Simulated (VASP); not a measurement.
Calculation: HSE06 screened hybrid, VASP's PBE PAW potentials (set 64) (plane waves; VASP).

VASP ran on this input.

INCAR:
```
# general
SYSTEM   = In31P33
PREC     = Normal
ENCUT    = 400
LREAL    = Auto
LASPH    = .TRUE.
ISYM     = 0
NELECT   = 257.0

# electronic loop
EDIFF    = 1E-5
NELM     = 50
NELMIN   = 4
ALGO     = Normal
LMAXMIX  = 4

# smearing
ISMEAR   = 0
SIGMA    = 0.05

# functional
GGA      = PE
LHFCALC  = .TRUE.
AEXX     = 0.25
HFSCREEN = 0.2
PRECFOCK = Fast

# spin
ISPIN    = 2
MAGMOM   = 64*0.0156
NUPDOWN  = 1

# ions
ISIF     = 0

# output
LWAVE    = .FALSE.
LCHARG   = .FALSE.
LORBIT   = 10
```

File KPOINTS:
```
Automatic mesh
0
Gamma
1 1 1
0 0 0
```

File POSCAR:
```
In31P33
1
   11.9995217336     0.0000000000     0.0000000000
    0.0000000000    11.9995217336     0.0000000000
    0.0000000000     0.0000000000    11.9995217336
In P
31 33
Direct
  0.4999736877   0.9996213904   0.9995218637
  0.7505443307   0.2492419076   0.0016252638
  0.7502808221   0.0015585379   0.2495881056
  0.9998075006   0.9993017409   0.0000648435
  0.2494429869   0.2493330437   0.9983732227
  0.4998446823   0.4998188704   0.9997126082
  0.7502571745   0.7502840312   0.9984905903
  0.2493463743   0.9982056013   0.2494869054
  0.4956427534   0.2523425783   0.2523780208
  0.7472394666   0.5038760511   0.2525226545
  0.4998860257   0.9995028026   0.4998153541
  0.7472451658   0.2526193683   0.5043013944
  0.7506740137   0.9982439743   0.7504229378
  0.9997261193   0.5001293426   0.9995440168
  0.2496907444   0.7501877114   0.0012658227
  0.9983446187   0.2494407919   0.2495329016
  0.2523199390   0.4956405164   0.2523238562
  0.5039835966   0.7473081033   0.2523991719
  0.9996026988   0.0000983245   0.5000232281
  0.2526035224   0.2525313612   0.4956354840
  0.7473936907   0.7472675541   0.4957252722
  0.2496454690   0.0015230033   0.7503720455
  0.5043525312   0.2525259064   0.7473141337
  0.7473643406   0.4956364385   0.7472257785
  0.0014914951   0.7502234622   0.2495206369
  0.9999442944   0.4998501990   0.4998954375
  0.2524256450   0.7473144821   0.5040681817
  0.0016626138   0.2493072121   0.7504452971
  0.2525983357   0.5037528978   0.7472193691
  0.4958975067   0.7471919897   0.7471984807
  0.9986442158   0.7502398696   0.7502747246
  0.6232905195   0.1275775069   0.1276390473
  0.8721828653   0.3764242079   0.1276763403
  0.8718995434   0.1279013777   0.3764903128
  0.1249673586   0.1249025099   0.1250644380
  0.3748820394   0.3748586093   0.1237863064
  0.6248217057   0.6246919966   0.1237921536
  0.8744338355   0.8745230095   0.1253896719
  0.3748900660   0.1236098612   0.3748270345
  0.6097312336   0.3899074179   0.3900213855
  0.8759791616   0.6246906412   0.3748853585
  0.6250007294   0.1236110526   0.6249133936
  0.8761602148   0.3748387192   0.6250533843
  0.8749476467   0.1248664205   0.8748610677
  0.1276897077   0.6233596146   0.1276033490
  0.3764341567   0.8720701209   0.1276509549
  0.1238426361   0.3748198768   0.3748967845
  0.3898341149   0.6099033035   0.3898250553
  0.6248787859   0.8758130546   0.3748669532
  0.1279222842   0.1277269226   0.6233157974
  0.3901979712   0.3899224909   0.6096775151
  0.4998601170   0.4999440604   0.4996852212
  0.6098393249   0.6096441741   0.6096842378
  0.8721786495   0.8719597630   0.6234964535
  0.3765529498   0.1278153293   0.8720291548
  0.6251317433   0.3747823524   0.8761336309
  0.8719506012   0.6235703860   0.8718732821
  0.1275516755   0.8720985183   0.3765162244
  0.1239578940   0.6246441132   0.6249604465
  0.3749420097   0.8758677802   0.6249231122
  0.1277893272   0.3763248056   0.8721391775
  0.3749993687   0.6246848188   0.8757817159
  0.6236057985   0.8719255941   0.8719347732
  0.1253886031   0.8745925260   0.8745606625
```

POTCAR, in this order: In P (PBE.64 set). Program: vasp_gam. Read from the step before: WAVECAR.

What will the output report for the number of irreducible k-points (NKPTS), largest plane-wave count, FFT grid (NGX, NGY, NGZ)?

| Item | Result |
|---|---|
| number of irreducible k-points (NKPTS) | 1 |
| largest plane-wave count | 15720 |
| FFT grid (NGX, NGY, NGZ) | 60 × 60 × 60 |

The cell is a supercell with a defect, built from InP (zinc blende): P_In, charge +1. The cell's shape comes from a PBE relaxation.
